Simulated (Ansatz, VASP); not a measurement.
## SrGa3 in VASP and in Ansatz

```
CELL_PARAMETERS angstrom
4.46727 0.00000 0.00000
0.00000 4.46727 0.00000
0.00000 0.00000 4.46727
ATOMIC_POSITIONS crystal
Sr 0.00000 0.00000 0.00000
Ga 0.00000 0.50000 0.50000
Ga 0.50000 0.50000 0.00000
Ga 0.50000 0.00000 0.50000
```

Alike in both runs: task single point; functional PBE; k mesh 8 × 8 × 8; occupations gaussian, width 0.05 eV; no spin polarisation.

```csv
,VASP,Ansatz
version,VASP 6.6.1,Ansatz 0.2.0
potentials or method,"VASP PAW PBE potentials, release 64 (Sr_sv, Ga_d)","scalar-relativistic, plane waves, PAW"
plane-wave cutoff (eV),520,420
valence electrons in the cell,49,49
```

Ansatz gave:

| Quantity | Value |
| --- | --- |
| gap on the k mesh at the Fermi level (eV) | none |
| pressure (GPa) | 1.8 |

Q: Which values does VASP return?

A: gap on the k mesh at the Fermi level (eV): none; pressure (GPa): 1.9.

A gap of «none» marks a metal or a gap that the smearing closes. The functional is the same, so the differences come from potentials, cutoffs and numerics.
